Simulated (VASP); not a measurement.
OSZICAR of a VASP run on Se (space group R-3):

### OSZICAR
```
       N       E                     dE             d eps       ncg     rms          rms(c)
DAV:   1     0.144666990876E+03    0.14467E+03   -0.10778E+04 38808   0.375E+02
DAV:   2    -0.140211958955E+02   -0.15869E+03   -0.14902E+03 47842   0.991E+01
DAV:   3    -0.230526610709E+02   -0.90315E+01   -0.89063E+01 47248   0.231E+01
DAV:   4    -0.231060368097E+02   -0.53376E-01   -0.53363E-01 46088   0.187E+00
DAV:   5    -0.231062352830E+02   -0.19847E-03   -0.19847E-03 46560   0.120E-01    0.976E+00
DAV:   6    -0.229682956239E+02    0.13794E+00   -0.35165E-02 44766   0.535E-01    0.593E+00
DAV:   7    -0.229139698851E+02    0.54326E-01   -0.93607E-02 44982   0.779E-01    0.257E-01
DAV:   8    -0.229130001110E+02    0.96977E-03   -0.91123E-03 43782   0.237E-01    0.128E-01
DAV:   9    -0.229130729066E+02   -0.72796E-04   -0.27309E-04 46710   0.391E-02    0.410E-02
DAV:  10    -0.229130787586E+02   -0.58520E-05   -0.19677E-05 44486   0.110E-02    0.876E-03
DAV:  11    -0.229130799671E+02   -0.12086E-05   -0.19565E-06 46368   0.400E-03    0.346E-03
DAV:  12    -0.229130802893E+02   -0.32219E-06   -0.33052E-07 45454   0.141E-03    0.120E-03
DAV:  13    -0.229130803098E+02   -0.20479E-07   -0.54425E-08 40984   0.569E-04
   1 F= -.22913080E+02 E0= -.22913080E+02  d E =-.147919E-17
 imaginary and real dielectric function
```

### Question
Which electronic solver shows in the log?

### Answer
It is blocked Davidson (ALGO = Normal, or the opening steps of other solvers). The INCAR had ALGO = Normal.

### Question
Can the final energy be trusted as converged?

### Answer
The calculation finished and met its thresholds. It stopped with EDIFF = 1E-7, NELM = 100 (PBEsol GGA, plane waves, VASP's PBE PAW potentials (set 64)).

The structure comes from a computed database's Se entry (R-3); how it stands against other phases isn't given here. It was relaxed first, which changed the volume by -15 %.
